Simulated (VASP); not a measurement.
## TePt with r2SCAN + rVV10: from relaxation to properties

Aim: relax TePt with r2SCAN + rVV10, compute its properties on that cell and hold them against experiment. The steps: relaxing cell and atoms (r2SCAN + rVV10), second relaxation, density, ELF and potential (r2SCAN + rVV10), bands along the symmetry lines (r2SCAN + rVV10), total and projected DOS (r2SCAN + rVV10), optical spectrum (r2SCAN + rVV10), volume scan with r2SCAN + rVV10 and fit for r2SCAN + rVV10. The start is a cell from a database of measured crystal structures.

Program: VASP 6.6.1. Level of theory: r2SCAN with rVV10; plane waves and PAW (Te, Pt). Results are calculated unless marked as measured.

**What experiment says.**

“Electronic and topological properties of the van der Waals layered superconductor PtTe” (2022, arxiv:2203.06655) reports for PtTe, ZrCl-type rhombohedral, by single crystal x-ray diffraction (flux-grown crystal, 200 K): lattice constant a (a, hexagonal setting) 3.9612 ± 0.0004 Å; lattice constant c (c, hexagonal setting) 19.815 ± 0.002 Å.

The database entry behind the starting cell differs from later determinations by our own check (c about 0.8 % long), so it need not match the best structure at ambient conditions.

### 1. Starting point

Before any relaxation, the start is as follows. The structure is trigonal, space group R-3m (No. 166). The conventional cell has a = 3.963 Å, b = 3.963 Å, c = 19.980 Å, α = 90.00°, β = 90.00°, γ = 120.00°. Nearest to Te lie 3 Pt at 2.60 Å. Pt has 3 Te at 2.60 Å and 3 Pt at 2.72 Å nearest. Farther neighbours and most contacts between anions are not listed.

### 2. Relaxing cell and atoms (r2SCAN + rVV10)

Properties are meant for the cell that this level of theory prefers, so cell and atoms are relaxed first (ISIF = 3) until forces and stress are small; EDIFFG sets the threshold. r2SCAN adds the kinetic-energy density, costs more than a GGA and is run with LASPH. LUSE_VDW switches on a nonlocal correlation term for dispersion.

INCAR

```
SYSTEM = TePt
PREC = Accurate
ENCUT = 400
EDIFF = 1E-06
NELM = 100
ISMEAR = 0
SIGMA = 0.05
LREAL = .FALSE.
ALGO = Normal
METAGGA = R2SCAN
LUSE_VDW = .TRUE.
IVDW_NL = 2
BPARAM = 11.95
CPARAM = 0.0093
LASPH = .TRUE.
NBANDS = 22
LORBIT = 11
LWAVE = .FALSE.
LCHARG = .FALSE.
KPAR = 4
IBRION = 2
NSW = 60
ISIF = 3
EDIFFG = -0.01
```

POSCAR

```
TePt
1.0
   -3.9630000000      0.0000000000      0.0000000000
    1.9815000000     -3.4320586752      0.0000000000
    1.9815000000      1.1440195584      6.6600000000
Te Pt
2 2
Direct
    0.1960000000      0.0980000000      0.2940000000
    0.8040000000      0.9020000000      0.7060000000
    0.7400000000      0.3700000000      0.1100000000
    0.2600000000      0.6300000000      0.8900000000
```

KPOINTS

```
Automatic mesh
0
Gamma
6 6 6
0 0 0
```

Potentials, in the order of the species: Te and Pt (PBE family, release 64).

Launch:

```
> mpirun -np 4 vasp_std
```

Log:

```text
[banner, memory and clock lines left out]
running    4 mpi-ranks, on    1 nodes
 distrk:  each k-point on    1 cores,    4 groups
 distr:  one band on    1 cores,    1 groups

 POSCAR found type information on POSCAR TePt
 POSCAR found :  2 types and       4 ions
|                                                                             |
|               ----> ADVICE to this user running VASP <----                  |
|                                                                             |
|     You have switched on vdW-DFT.                                           |
|     This routine was written and supplied by Jiri Klimes. We recommend      |
|     that you carefully read and cite the following publications:            |
|       J. Klimes, D.R. Bowler, A. Michelides                                 |
|          J. Phys.: Cond Matt. 22 022201 (2010)                              |
|       J. Klimes, D.R. Bowler, A. Michelides                                 |
|          Phys. Rev. B. 83, 195131 (2011)                                    |
|     and references therein.                                                 |
|                                                                             |

|                                                                             |
|               ----> ADVICE to this user running VASP <----                  |
|                                                                             |
|     You enforced a specific xc type in the INCAR file but a different       |
|     [... a line on the potential file left out ...]
|     I HOPE YOU KNOW WHAT YOU ARE DOING!                                     |
|                                                                             |

 LDA part: xc-table for (None), standard interpolation
 POSCAR, INCAR and KPOINTS ok, starting setup
 FFT: planning ... GRIDC
 FFT: planning ... GRID_SOFT
 FFT: planning ... GRID
 WAVECAR not read
 entering main loop
       N       E                     dE             d eps       ncg     rms          rms(c)
Total rVV10 correction in eV:      0.6906789    43.2549020
Total rVV10 correction in eV:      0.6906789    43.2549020
Total rVV10 correction in eV:      0.6906789    43.2549020
Total rVV10 correction in eV:      0.6906789    43.2549020
DAV:   1     0.633215489300E+01    0.63322E+01   -0.12698E+04  1408   0.108E+03
DAV:   2    -0.156667015827E+03   -0.16300E+03   -0.15220E+03  1702   0.223E+02
DAV:   3    -0.163128028857E+03   -0.64610E+01   -0.63311E+01  1700   0.444E+01
DAV:   4    -0.163211701761E+03   -0.83673E-01   -0.83615E-01  1664   0.569E+00
DAV:   5    -0.163213332583E+03   -0.16308E-02   -0.16307E-02  1738   0.771E-01    0.161E+01
Total rVV10 correction in eV:      0.6678976    43.2549019
Total rVV10 correction in eV:      0.6678976    43.2549019
Total rVV10 correction in eV:      0.6678976    43.2549019
Total rVV10 correction in eV:      0.6678976    43.2549019
DAV:   6    -0.154823295032E+03    0.83900E+01   -0.53142E+00  1576   0.185E+01    0.982E+00
Total rVV10 correction in eV:      0.6711279    43.2549019
Total rVV10 correction in eV:      0.6711279    43.2549019
Total rVV10 correction in eV:      0.6711279    43.2549019
Total rVV10 correction in eV:      0.6711279    43.2549019
DAV:   7    -0.154702449650E+03    0.12085E+00   -0.75942E-01  1462   0.858E+00    0.433E+00
Total rVV10 correction in eV:      0.6692061    43.2549019
Total rVV10 correction in eV:      0.6692061    43.2549019
Total rVV10 correction in eV:      0.6692061    43.2549019
Total rVV10 correction in eV:      0.6692061    43.2549019
DAV:   8    -0.154697793978E+03    0.46557E-02   -0.10554E-01  1534   0.240E+00    0.128E+00
Total rVV10 correction in eV:      0.6688747    43.2549019
Total rVV10 correction in eV:      0.6688747    43.2549019
Total rVV10 correction in eV:      0.6688747    43.2549019
Total rVV10 correction in eV:      0.6688747    43.2549019
DAV:   9    -0.154690247893E+03    0.75461E-02   -0.33245E-02  1566   0.161E+00    0.287E-01
Total rVV10 correction in eV:      0.6692683    43.2549019
Total rVV10 correction in eV:      0.6692683    43.2549019
Total rVV10 correction in eV:      0.6692683    43.2549019
Total rVV10 correction in eV:      0.6692683    43.2549019
DAV:  10    -0.154691194428E+03   -0.94653E-03   -0.47813E-03  1654   0.382E-01    0.286E-01
Total rVV10 correction in eV:      0.6693102    43.2549019
Total rVV10 correction in eV:      0.6693102    43.2549019
Total rVV10 correction in eV:      0.6693102    43.2549019
Total rVV10 correction in eV:      0.6693102    43.2549019
DAV:  11    -0.154691291210E+03   -0.96782E-04   -0.12438E-04  1660   0.850E-02    0.116E-01
Total rVV10 correction in eV:      0.6694262    43.2549019
Total rVV10 correction in eV:      0.6694262    43.2549019
Total rVV10 correction in eV:      0.6694262    43.2549019
Total rVV10 correction in eV:      0.6694262    43.2549019
DAV:  12    -0.154691195883E+03    0.95326E-04   -0.22785E-04  1540   0.134E-01    0.318E-02
Total rVV10 correction in eV:      0.6694638    43.2549019
Total rVV10 correction in eV:      0.6694638    43.2549019
Total rVV10 correction in eV:      0.6694638    43.2549019
Total rVV10 correction in eV:      0.6694638    43.2549019
DAV:  13    -0.154691201974E+03   -0.60908E-05   -0.19962E-05  1630   0.263E-02    0.239E-02
Total rVV10 correction in eV:      0.6694868    43.2549019
Total rVV10 correction in eV:      0.6694868    43.2549019
Total rVV10 correction in eV:      0.6694868    43.2549019
Total rVV10 correction in eV:      0.6694868    43.2549019
DAV:  14    -0.154691203206E+03   -0.12320E-05   -0.90678E-07  1052   0.528E-03    0.512E-03
Total rVV10 correction in eV:      0.6695031    43.2549019
Total rVV10 correction in eV:      0.6695031    43.2549019
Total rVV10 correction in eV:      0.6695031    43.2549019
Total rVV10 correction in eV:      0.6695031    43.2549019
DAV:  15    -0.154691202790E+03    0.41586E-06   -0.34768E-07   818   0.407E-03
Total rVV10 correction in eV:      0.6694987    43.2549019
Total rVV10 correction in eV:      0.6694987    43.2549019
Total rVV10 correction in eV:      0.6694987    43.2549019
Total rVV10 correction in eV:      0.6694987    43.2549019
Total rVV10 correction in eV:      0.6694993    43.2549019
Total rVV10 correction in eV:      0.6694993    43.2549019
Total rVV10 correction in eV:      0.6694993    43.2549019
Total rVV10 correction in eV:      0.6694993    43.2549019
   1 F= -.15469120E+03 E0= -.15468903E+03  d E =-.154691E+03
 curvature:   0.00 expect dE= 0.000E+00 dE for cont linesearch  0.000E+00
 trial: gam= 0.00000 g(F)=  0.444E-03 g(S)=  0.291E-01 ort = 0.000E+00 (trialstep = 0.100E+01)
 search vector abs. value=  0.296E-01
 bond charge predicted
       N       E                     dE             d eps       ncg     rms          rms(c)
Total rVV10 correction in eV:      0.6697981    43.2549019
Total rVV10 correction in eV:      0.6697981    43.2549019
Total rVV10 correction in eV:      0.6697981    43.2549019
Total rVV10 correction in eV:      0.6697981    43.2549019
DAV:   1    -0.154937193764E+03   -0.24599E+00   -0.47784E+00  1492   0.173E+01    0.337E+00
Total rVV10 correction in eV:      0.6825356    43.2549017
Total rVV10 correction in eV:      0.6825356    43.2549017
Total rVV10 correction in eV:      0.6825356    43.2549017
Total rVV10 correction in eV:      0.6825356    43.2549017
DAV:   2    -0.154708033065E+03    0.22916E+00   -0.97696E-01  1468   0.935E+00    0.198E+00
Total rVV10 correction in eV:      0.6838837    43.2549017
Total rVV10 correction in eV:      0.6838837    43.2549017
Total rVV10 correction in eV:      0.6838837    43.2549017
Total rVV10 correction in eV:      0.6838837    43.2549017
DAV:   3    -0.154683497662E+03    0.24535E-01   -0.74970E-02  1456   0.237E+00    0.861E-01
Total rVV10 correction in eV:      0.6864529    43.2549017
Total rVV10 correction in eV:      0.6864529    43.2549017
Total rVV10 correction in eV:      0.6864529    43.2549017
Total rVV10 correction in eV:      0.6864529    43.2549017
DAV:   4    -0.154679857817E+03    0.36398E-02   -0.13766E-02  1516   0.550E-01    0.438E-01
Total rVV10 correction in eV:      0.6884000    43.2549017
Total rVV10 correction in eV:      0.6884000    43.2549017
Total rVV10 correction in eV:      0.6884000    43.2549017
Total rVV10 correction in eV:      0.6884000    43.2549017
DAV:   5    -0.154679059690E+03    0.79813E-03   -0.34852E-03  1530   0.382E-01    0.233E-01
Total rVV10 correction in eV:      0.6886230    43.2549017
Total rVV10 correction in eV:      0.6886230    43.2549017
Total rVV10 correction in eV:      0.6886230    43.2549017
Total rVV10 correction in eV:      0.6886230    43.2549017
DAV:   6    -0.154679068196E+03   -0.85056E-05   -0.57494E-04  1694   0.185E-01    0.686E-02
Total rVV10 correction in eV:      0.6887257    43.2549017
Total rVV10 correction in eV:      0.6887257    43.2549017
Total rVV10 correction in eV:      0.6887257    43.2549017
Total rVV10 correction in eV:      0.6887257    43.2549017
DAV:   7    -0.154679064982E+03    0.32137E-05   -0.57215E-05  1570   0.598E-02    0.386E-02
Total rVV10 correction in eV:      0.6887209    43.2549017
Total rVV10 correction in eV:      0.6887209    43.2549017
Total rVV10 correction in eV:      0.6887209    43.2549017
Total rVV10 correction in eV:      0.6887209    43.2549017
DAV:   8    -0.154679066320E+03   -0.13384E-05   -0.55169E-06  1588   0.157E-02    0.136E-02
Total rVV10 correction in eV:      0.6887441    43.2549017
Total rVV10 correction in eV:      0.6887441    43.2549017
Total rVV10 correction in eV:      0.6887441    43.2549017
Total rVV10 correction in eV:      0.6887441    43.2549017
DAV:   9    -0.154679067322E+03   -0.10016E-05   -0.68359E-07   806   0.646E-03    0.239E-03
Total rVV10 correction in eV:      0.6887411    43.2549017
Total rVV10 correction in eV:      0.6887411    43.2549017
Total rVV10 correction in eV:      0.6887411    43.2549017
Total rVV10 correction in eV:      0.6887411    43.2549017
DAV:  10    -0.154679067305E+03    0.16716E-07   -0.10772E-07   746   0.213E-03
Total rVV10 correction in eV:      0.6887373    43.2549017
Total rVV10 correction in eV:      0.6887373    43.2549017
Total rVV10 correction in eV:      0.6887373    43.2549017
Total rVV10 correction in eV:      0.6887373    43.2549017
Total rVV10 correction in eV:      0.6887406    43.2549017
Total rVV10 correction in eV:      0.6887406    43.2549017
Total rVV10 correction in eV:      0.6887406    43.2549017
Total rVV10 correction in eV:      0.6887406    43.2549017
   2 F= -.15467907E+03 E0= -.15467667E+03  d E =0.121355E-01
[... from here on, the cycles between the ionic steps are left out ...]
   3 F= -.15469626E+03 E0= -.15469403E+03  d E =-.505696E-02
   4 F= -.15469717E+03 E0= -.15469488E+03  d E =-.909688E-03
   5 F= -.15469806E+03 E0= -.15469565E+03  d E =-.179985E-02
   6 F= -.15469716E+03 E0= -.15469446E+03  d E =-.898119E-03
   7 F= -.15469816E+03 E0= -.15469568E+03  d E =-.190254E-02
   8 F= -.15469855E+03 E0= -.15469606E+03  d E =-.392596E-03
   9 F= -.15469858E+03 E0= -.15469608E+03  d E =-.422524E-03
  10 F= -.15469855E+03 E0= -.15469602E+03  d E =0.363468E-04
  11 F= -.15469861E+03 E0= -.15469610E+03  d E =-.278877E-04
  12 F= -.15469861E+03 E0= -.15469610E+03  d E =-.277278E-04
 curvature:  -0.33 expect dE=-0.148E-04 dE for cont linesearch -0.933E-08
 trial: gam= 0.51034 g(F)=  0.438E-05 g(S)=  0.410E-04 ort =-0.180E-05 (trialstep = 0.127E+01)
 search vector abs. value=  0.731E-04
 bond charge predicted
       N       E                     dE             d eps       ncg     rms          rms(c)
Total rVV10 correction in eV:      0.6819552    43.2549019
Total rVV10 correction in eV:      0.6819552    43.2549019
Total rVV10 correction in eV:      0.6819552    43.2549019
Total rVV10 correction in eV:      0.6819552    43.2549019
DAV:   1    -0.154698721579E+03   -0.10877E-03   -0.61649E-03  1426   0.515E-01    0.533E-02
Total rVV10 correction in eV:      0.6821021    43.2549019
Total rVV10 correction in eV:      0.6821021    43.2549019
Total rVV10 correction in eV:      0.6821021    43.2549019
Total rVV10 correction in eV:      0.6821021    43.2549019
DAV:   2    -0.154698654178E+03    0.67401E-04   -0.16242E-04  1564   0.888E-02    0.232E-02
Total rVV10 correction in eV:      0.6821513    43.2549019
Total rVV10 correction in eV:      0.6821513    43.2549019
Total rVV10 correction in eV:      0.6821513    43.2549019
Total rVV10 correction in eV:      0.6821513    43.2549019
DAV:   3    -0.154698643916E+03    0.10262E-04   -0.28650E-05  1558   0.345E-02    0.120E-02
Total rVV10 correction in eV:      0.6821641    43.2549019
Total rVV10 correction in eV:      0.6821641    43.2549019
Total rVV10 correction in eV:      0.6821641    43.2549019
Total rVV10 correction in eV:      0.6821641    43.2549019
DAV:   4    -0.154698643552E+03    0.36370E-06   -0.66957E-06  1528   0.172E-02
Total rVV10 correction in eV:      0.6821492    43.2549019
Total rVV10 correction in eV:      0.6821492    43.2549019
Total rVV10 correction in eV:      0.6821492    43.2549019
Total rVV10 correction in eV:      0.6821492    43.2549019
Total rVV10 correction in eV:      0.6821616    43.2549019
Total rVV10 correction in eV:      0.6821616    43.2549019
Total rVV10 correction in eV:      0.6821616    43.2549019
Total rVV10 correction in eV:      0.6821616    43.2549019
  13 F= -.15469864E+03 E0= -.15469610E+03  d E =-.310156E-04
 trial-energy change:   -0.000031  1 .order   -0.000037   -0.000056   -0.000018
 step:   1.8790(harm=  1.8790)  dis= 0.00174  next Energy=  -154.698654 (dE=-0.418E-04)
 reached required accuracy - stopping structural energy minimisation
```

Run time: 15 min. Hardware: 4 MPI ranks of Intel Xeon Platinum 8375C at 2.90GHz (Ice Lake), shared host; peak memory 1.5 GiB; 60 min of CPU time.

Lines that name or quote the potential files are left out of all logs, and their timing lines are given in words.

[end of part 1 of 7]

[Lines on the potential files, build, host, timing and source positions are cut from VASP's logs without a mark.]

[Logs are printed without paths, hosts, clocks, repeated set-up lines and the standing remarks that a program may print on its own settings, such as how far it seeks lower states.]

[Hosts, paths, dates, database ids (printed as entryN), source tags and the programs' standing remarks are cut or masked in the printed files.]

[A measured line is paired with the nearest computed mode of its activity, which favours agreement.]
